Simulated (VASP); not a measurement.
Calculation: r2SCAN meta-GGA, VASP's PBE PAW potentials (set 64) (plane waves; VASP).

The input files of a VASP run:

### POSCAR
```
VSi
1
   -0.0000000000     2.4359218141     2.4359218141
    2.4359218141     0.0000000000     2.4359218141
    2.4359218141     2.4359218141     0.0000000000
V Si
1 1
Direct
  0.0000000000   0.0000000000   0.0000000000
  0.5000000000   0.5000000000   0.5000000000
```

INCAR:
```
LREAL = .FALSE.
PREC = Accurate
ISIF = 3
ISMEAR = 1
NSW = 60
ENCUT = 400   ! plane-wave cut-off (eV)
SYSTEM = VSi
NELM = 100   ! most electronic steps
IBRION = 2
ALGO = Normal   ! blocked Davidson
SIGMA = 0.1   ! width (eV)
EDIFF = 1E-6   ! SCF stop (eV)
LCHARG = .FALSE.
LMAXMIX = 4   ! l cut-off of mixed one-centre charges
LASPH = .TRUE.   ! aspherical one-centre terms
LMIXTAU = .TRUE.
METAGGA = R2SCAN
LWAVE = .FALSE.
EDIFFG = -0.01   ! ionic stop
```

KPOINTS:
```
Automatic mesh
0
Gamma
12 12 12
0 0 0
```

POTCAR, in this order: V_sv Si (PBE.64 set). Program: vasp_std.

### Question
Estimate the energy per atom (σ→0), volume per atom, band gap (on the k-mesh).

### Answer

```yaml
energy per atom (σ→0): -11.429 eV/atom
band gap (on the k-mesh): none (metal, semimetal or under 0.01 eV)
volume_per_atom: 14.39 Å³/atom
```

**OSZICAR**
```
...
DAV:   3    -0.228589357583E+02    0.41690E-02   -0.17471E-02  1808   0.151E+00    0.739E-02
DAV:   4    -0.228588877852E+02    0.47973E-04   -0.60202E-04  1812   0.183E-01    0.464E-02
DAV:   5    -0.228588692132E+02    0.18572E-04   -0.57717E-05  1760   0.107E-01    0.245E-02
DAV:   6    -0.228588423719E+02    0.26841E-04   -0.24894E-05  1800   0.554E-02    0.282E-03
DAV:   7    -0.228588609664E+02   -0.18594E-04   -0.24101E-05  1748   0.569E-02    0.242E-03
DAV:   8    -0.228588630868E+02   -0.21204E-05   -0.25940E-06  1756   0.154E-02    0.638E-04
DAV:   9    -0.228588632519E+02   -0.16507E-06   -0.70100E-08   868   0.325E-03
   3 F= -.22858863E+02 E0= -.22858375E+02  d E =-.264336E-03
```

The structure was generated: VSi was put into the rock salt type (Fm-3m), which need not be its known phase. This run relaxes it. Symmetry was kept, so distortions that lower it aren't found. The start is the result of an earlier pass. The run is not spin-polarised, so no magnetic state was tried. The electron count is odd and the run is not spin-polarised, which forces a metal.
